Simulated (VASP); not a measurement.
These are PBE GGA, VASP's PBE PAW potentials (set 64) (plane waves; VASP) values and carry that method's errors.

VASP input:

**INCAR**
```
SYSTEM = NaCl
PREC = Accurate
ENCUT = 400
EDIFF = 1E-8
NELM = 100
ALGO = Normal
LREAL = .FALSE.
LASPH = .TRUE.
ISMEAR = 0
SIGMA = 0.01
GGA = PE
LWAVE = .FALSE.
LCHARG = .FALSE.
IBRION = 8
NSW = 1
LEPSILON = .TRUE.
```

POSCAR:
```
NaCl
1
    0.0000000000     2.8394556795     2.8394556795
    2.8394556795     0.0000000000     2.8394556795
    2.8394556795     2.8394556795     0.0000000000
Na Cl
1 1
Direct
  0.0000000000   0.0000000000   0.0000000000
  0.5000000000   0.5000000000   0.5000000000
```

KPOINTS:
```
Automatic mesh
0
G
 8 8 8
```

POTCAR, in this order: Na_pv Cl (PBE.64 set). Program: vasp_std.

The run wrote:

File OUTCAR:
```


 HEAD OF MICROSCOPIC STATIC DIELECTRIC TENSOR (INDEPENDENT PARTICLE, excluding Hartree and local field effects)
 ------------------------------------------------------
           2.729776     0.000000    -0.000000
           0.000000     2.729776     0.000000
          -0.000000     0.000000     2.729776
 ------------------------------------------------------

 MACROSCOPIC STATIC DIELECTRIC TENSOR (including local field effects in DFT)
 ------------------------------------------------------
           2.487033    -0.000000    -0.000000
           0.000000     2.487033    -0.000000
           0.000000     0.000000     2.487033
 ------------------------------------------------------

 PIEZOELECTRIC TENSOR (including local field effects)  for field in x, y, z        (e  Angst)
          XX          YY          ZZ          XY          YZ          ZX
  --------------------------------------------------------------------------------
  x     0.00000     0.00000     0.00000     0.00000     0.00000     0.00000
  y     0.00000     0.00000     0.00000     0.00000     0.00000     0.00000
  z     0.00000     0.00000     0.00000     0.00000     0.00000     0.00000

 PIEZOELECTRIC TENSOR (including local field effects)  for field in x, y, z        (C/m^2)
          XX          YY          ZZ          XY          YZ          ZX
  --------------------------------------------------------------------------------
  x     0.00000     0.00000     0.00000     0.00000     0.00000     0.00000
  y     0.00000     0.00000     0.00000     0.00000     0.00000     0.00000
  z     0.00000     0.00000     0.00000     0.00000     0.00000     0.00000

 BORN EFFECTIVE CHARGES (including local field effects) (in |e|, cummulative output)
 ---------------------------------------------------------------------------------
 ion    1
    1     1.10236     0.00000     0.00000
    2     0.00000     1.10236     0.00000
    3     0.00000     0.00000     1.10236
 ion    2
    1    -1.10236     0.00000     0.00000
    2     0.00000    -1.10236     0.00000
    3     0.00000     0.00000    -1.10236

   1 f  =    4.639194 THz    29.148913 2PiTHz  154.746841 cm-1    19.186154 meV

   2 f  =    4.639194 THz    29.148913 2PiTHz  154.746841 cm-1    19.186154 meV

   3 f  =    4.639194 THz    29.148913 2PiTHz  154.746841 cm-1    19.186154 meV

   4 f/i=    0.023348 THz     0.146700 2PiTHz    0.778807 cm-1     0.096560 meV

   5 f/i=    0.023348 THz     0.146700 2PiTHz    0.778807 cm-1     0.096560 meV

   6 f/i=    0.023348 THz     0.146700 2PiTHz    0.778807 cm-1     0.096560 meV

 MACROSCOPIC STATIC DIELECTRIC TENSOR IONIC CONTRIBUTION
 ------------------------------------------------------
           3.901812    -0.000000    -0.000000
          -0.000000     3.901812     0.000000
          -0.000000     0.000000     3.901812
 ------------------------------------------------------

 ELASTIC MODULI CONTR FROM IONIC RELAXATION (kBar)
 Direction    XX          YY          ZZ          XY          YZ          ZX
 --------------------------------------------------------------------------------
 XX           0.0000      0.0000      0.0000      0.0000      0.0000      0.0000
 YY           0.0000      0.0000      0.0000      0.0000      0.0000      0.0000
 ZZ           0.0000      0.0000      0.0000      0.0000      0.0000      0.0000
 XY           0.0000      0.0000      0.0000      0.0000      0.0000      0.0000
 YZ           0.0000      0.0000      0.0000      0.0000      0.0000      0.0000
 ZX           0.0000      0.0000      0.0000      0.0000      0.0000      0.0000
 --------------------------------------------------------------------------------

 PIEZOELECTRIC TENSOR IONIC CONTR  for field in x, y, z        (C/m^2)
          XX          YY          ZZ          XY          YZ          ZX
  --------------------------------------------------------------------------------
  x     0.00000     0.00000     0.00000     0.00000     0.00000     0.00000
  y     0.00000     0.00000     0.00000     0.00000     0.00000     0.00000
  z     0.00000     0.00000     0.00000     0.00000     0.00000     0.00000
```
(Selected blocks of OUTCAR.)

The compound is NaCl in the rock salt structure. It was relaxed first.
